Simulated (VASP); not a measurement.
OSZICAR of a VASP run on NbAl (relaxed from the rock salt structure, space group Fm-3m):

### OSZICAR
```
       N       E                     dE             d eps       ncg     rms          rms(c)
DAV:   1     0.957305012210E+02    0.95731E+02   -0.71632E+03  1352   0.104E+03
DAV:   2    -0.890600863306E+01   -0.10464E+03   -0.10011E+03  1600   0.344E+02
DAV:   3    -0.141526766967E+02   -0.52467E+01   -0.50322E+01  2152   0.594E+01
DAV:   4    -0.143867817310E+02   -0.23411E+00   -0.23281E+00  1800   0.128E+01
DAV:   5    -0.143974791017E+02   -0.10697E-01   -0.10691E-01  2192   0.268E+00    0.750E+00
DAV:   6    -0.134515052562E+02    0.94597E+00   -0.35168E+00  2132   0.166E+01    0.186E+00
DAV:   7    -0.134524824646E+02   -0.97721E-03   -0.74377E-02  1852   0.236E+00    0.111E+00
DAV:   8    -0.134544385606E+02   -0.19561E-02   -0.17899E-02  2416   0.118E+00    0.235E-01
DAV:   9    -0.134542854303E+02    0.15313E-03   -0.58006E-04  1720   0.215E-01    0.103E-01
DAV:  10    -0.134542666589E+02    0.18771E-04   -0.11796E-04  2104   0.119E-01    0.158E-02
DAV:  11    -0.134542647735E+02    0.18854E-05   -0.47633E-06  1668   0.267E-02    0.871E-03
DAV:  12    -0.134542638367E+02    0.93685E-06   -0.46890E-07  1028   0.102E-02
   1 F= -.13454264E+02 E0= -.13454285E+02  d E =-.134543E+02
       N       E                     dE             d eps       ncg     rms          rms(c)
DAV:   1    -0.134565840051E+02   -0.23192E-02   -0.64658E-02  1536   0.368E+00    0.346E-01
DAV:   2    -0.134544562013E+02    0.21278E-02   -0.90880E-03  2068   0.118E+00    0.119E-01
DAV:   3    -0.134542327147E+02    0.22349E-03   -0.78697E-04  2260   0.266E-01    0.484E-02
DAV:   4    -0.134542466888E+02   -0.13974E-04   -0.12996E-04  2168   0.685E-02    0.230E-02
DAV:   5    -0.134542723051E+02   -0.25616E-04   -0.62293E-05  2440   0.664E-02    0.212E-02
DAV:   6    -0.134542818462E+02   -0.95411E-05   -0.75898E-06  1944   0.288E-02    0.160E-03
DAV:   7    -0.134542817079E+02    0.13826E-06   -0.10948E-06  1276   0.904E-03
   2 F= -.13454282E+02 E0= -.13454309E+02  d E =-.178713E-04
       N       E                     dE             d eps       ncg     rms          rms(c)
DAV:   1    -0.134547889837E+02   -0.50714E-03   -0.12951E-02  1532   0.165E+00    0.155E-01
DAV:   2    -0.134543661815E+02    0.42280E-03   -0.18479E-03  2060   0.532E-01    0.536E-02
DAV:   3    -0.134543209514E+02    0.45230E-04   -0.15622E-04  2252   0.118E-01    0.214E-02
DAV:   4    -0.134543207152E+02    0.23620E-06   -0.26623E-05  2164   0.311E-02    0.102E-02
DAV:   5    -0.134543232115E+02   -0.24963E-05   -0.12252E-05  2376   0.293E-02    0.932E-03
DAV:   6    -0.134543223685E+02    0.84306E-06   -0.12068E-06  1308   0.128E-02
   3 F= -.13454322E+02 E0= -.13454347E+02  d E =-.585318E-04
```

Which electronic solver shows in the log?

It is blocked Davidson (ALGO = Normal, or the opening steps of other solvers). The INCAR had ALGO = Normal.

Can the final energy be trusted as converged?

The run converged. It stopped with EDIFF = 1E-6, NELM = 100, NSW = 60 and EDIFFG = -0.01 after 3 ionic steps (PBE GGA, plane waves, VASP's PBE PAW potentials (set 64)).

The structure was generated: NbAl was put into the rock salt type (Fm-3m), which need not be its known phase. This run relaxes it. Symmetry was kept, so distortions that lower it aren't found. The start is the result of an earlier pass.
